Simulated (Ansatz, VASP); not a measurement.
# Cross-check of KZnCl3 between VASP and Ansatz, part 2 of 2

Wanted: the spread between two codes on one cell, functional and k mesh. The two relaxations start from unlike cells of this crystal (the structure described is Ansatz's start), so only their ends are compared.

VASP 6.6.1 and Ansatz 0.2.0.

So far: The structure; Ansatz: relaxation of cell and atoms, revPBE; VASP: relaxation of cell and atoms, revPBE.

The structure was built from a prototype and need not be the compound's stable phase.

## (3) VASP: relaxation of cell and atoms, revPBE (continued)

Level of this step: revPBE; plane waves and PAW (Zn, K_sv, Cl) (VASP).

Numbers of over 12 decimals in the logs are rounded to 6 here.

Parts of OUTCAR (step 3):

```text
ion  position               nearest neighbor table
   1  0.500  0.500  0.000-   5 2.52   5 2.52   3 2.52   4 2.52   3 2.53   4 2.53
   2  0.000  0.000  0.500-
   3  0.000  0.500  0.000-   1 2.52   1 2.53
   4  0.500  0.000  0.000-   1 2.52   1 2.53
   5  0.500  0.500  0.500-   1 2.52   1 2.52

  LATTYP: Found a base centered orthorhombic cell.
 ALAT       =     7.1416854332
 B/A-ratio  =     1.0000259616
 C/A-ratio  =     0.7068985505

 Subroutine GETGRP returns: Found  8 space group operations
 (whereof  8 operations were pure point group operations)

The static configuration has the point symmetry D_2h.

 Found     21 irreducible k-points:

   k-points           NKPTS =     21   k-points in BZ     NKDIM =     21   number of bands    NBANDS=     27

   dimension x,y,z NGX =    40 NGY =   40 NGZ =   40
   dimension x,y,z NGXF=    80 NGYF=   80 NGZF=   80

   ENCUT  =  500.0 eV  36.75 Ry    6.06 a.u.   9.21  9.21  9.20*2*pi/ulx,y,z

   NELECT =      42.0000    total number of electrons

 k-points in reciprocal lattice and weights: Automatic mesh
   0.00000000  0.00000000  0.00000000       0.016
   0.25000000  0.00000000  0.00000000       0.062
   0.50000000  0.00000000  0.00000000       0.031
   0.25000000  0.25000000  0.00000000       0.031
   0.50000000  0.25000000  0.00000000       0.062
  -0.25000000  0.25000000  0.00000000       0.031
   0.50000000  0.50000000  0.00000000       0.016
   0.00000000  0.00000000  0.25000000       0.031
   0.25000000  0.00000000  0.25000000       0.125
[...]
-0.25000000  0.25000000  0.50000000       0.031
   0.50000000  0.50000000  0.50000000       0.016

 average (electrostatic) potential at core
       1 -38.2236       2 -35.8247       3 -93.9590       4 -93.9590       5 -93.9603

 E-fermi :   0.3441

 k-point     1 :       0.0000    0.0000    0.0000
  band No.  band energies     occupation
    ...
     17      -1.1096      2.00000
     18      -1.1091      2.00000
     19      -0.8726      2.00000
     20      -0.8724      2.00000
     21      -0.8723      2.00000
     22       0.9967      0.00000
     23       5.3158      0.00000
     24       6.9925      0.00000
     25       6.9932      0.00000
     26       7.8051      0.00000
    ...

 k-point     2 :       0.2500    0.0000    0.0000
  band No.  band energies     occupation
    ...
     17      -1.2091      2.00000
     18      -1.2023      2.00000
     19      -1.2019      2.00000
     20      -0.9501      2.00000
     21      -0.9500      2.00000
     22       2.2259      0.00000
     23       5.9995      0.00000
     24       7.3466      0.00000
     25       7.5645      0.00000
     26       8.0810      0.00000
    ...

 k-point     3 :       0.5000    0.0000    0.0000
  band No.  band energies     occupation
    ...
     17      -1.3334      2.00000
     18      -1.3331      2.00000
     19      -1.3036      2.00000
     20      -0.9990      2.00000
     21      -0.9990      2.00000
     22       3.7114      0.00000
     23       7.1668      0.00000
     24       7.4764      0.00000
     25       7.9324      0.00000
     26       8.2847      0.00000
    ...

  Total       -0.0085027     -0.0079704     -0.0033542      0.0000000      0.0000000      0.0000000
  in kB       -0.1058814     -0.0992533     -0.0417683      0.0000000      0.0000000      0.0000000
  external PRESSURE =      -0.0823010 kB  Pullay stress =       0.0000000 kB

  energy-cutoff  :      500.00
  volume of cell :      128.66
      direct lattice vectors                 reciprocal lattice vectors
     3.570051020 -3.569983383  0.000000000     0.140054021 -0.140056674  0.000000000
     3.570051020  3.569983383  0.000000000     0.140054021  0.140056674  0.000000000
     0.000000000  0.000000000  5.047513280     0.000000000  0.000000000  0.198117359

 POSITION                                       TOTAL-FORCE (eV/Angst)
 -----------------------------------------------------------------------------------
      3.57005      0.00000      0.00000         0.000000     -0.000000      0.000000
      7.14010      0.00000      2.52376        -0.000000     -0.000000      0.000000
      1.78503      1.78499      0.00000         0.000000      0.000000      0.000000
      1.78503     -1.78499      0.00000        -0.000000     -0.000000      0.000000
      3.57005      0.00000      2.52376        -0.000000     -0.000000      0.000000
 -----------------------------------------------------------------------------------
    total drift:                               -0.000625     -0.000000      0.000619

  FREE ENERGIE OF THE ION-ELECTRON SYSTEM (eV)
  ---------------------------------------------------
  free  energy   TOTEN  =       -13.5672649836 eV

  energy  without entropy=      -13.5672648800  energy(sigma->0) =      -13.56726493

 reached required accuracy - stopping structural energy minimisation

 total charge
# of ion       s       p       d       tot
------------------------------------------
    1        0.375   0.280   9.829  10.484
    2        1.952   5.605   0.011   7.567
    3        1.599   3.556   0.000   5.155
    4        1.599   3.556   0.000   5.155
    5        1.599   3.556   0.000   5.155
--------------------------------------------------
tot          7.122  16.553   9.840  33.515

[... 3 further parts left out ...]
```

CONTCAR:

```
KZnCl3
   1.00000000000000
     3.5700510203437519   -3.5699833829200922    0.0000000000000000
     3.5700510203437519    3.5699833829200922    0.0000000000000000
     0.0000000000000000    0.0000000000000000    5.0475132797013407
  Zn              K               Cl
     1     1     3
Direct
     0.5000000000000000    0.5000000000000000    0.0000000000000000
     1.0000000000000000    1.0000000000000000    0.4999999070999976
     0.0000001311000020    0.5000000008000001    0.0000000000000000
     0.5000000008000001    0.0000001311000020    0.0000000000000000
     0.5000000000000000    0.5000000000000000    0.4999999070999976
```

The run keeps the 8 symmetry operations of its start, so it cannot find a distortion of lower symmetry.

## (4) Differences

Known differences besides the potentials themselves: the cutoff is 420 eV in Ansatz and 500 eV in VASP; Ansatz makes its cores anew for this functional, VASP keeps those of its PBE data sets; Ansatz adds a Pulay correction to the stress that steers its cell, VASP none. Total energies have different zeros and are not compared.

The two programs side by side:

```csv
quantity,Ansatz,VASP,difference
volume (Å³),128.75,128.66,+0.07 %
"edge a after relaxation, in the typed setting (Å)",5.050,5.049,+0.02 %
"edge c after relaxation, in the typed setting (Å)",5.049,5.048,+0.03 %
```

## (5) Outcome

| Item | Value |
| --- | --- |
| difference in volume (relaxation of cell and atoms, revPBE) | 0.067 % |

**Reading.** The difference in volume is 0.067 % (relaxation of cell and atoms, revPBE), within the 1.2 % picked in this series as the mark of a large difference, as far as the stopping tolerances let one tell. Such differences can come from data sets, numerical settings and the points named under the comparisons, not from the functional's error against experiment.

[Lines on the potential files, build, host, timing and source positions are cut from VASP's logs without a mark.]

[Logs are printed without paths, hosts, clocks, repeated set-up lines and the standing remarks that a program may print on its own settings, such as how far it seeks lower states.]

[Hosts, paths, dates, database ids (printed as entryN), source tags and the programs' standing remarks are cut or masked in the printed files.]
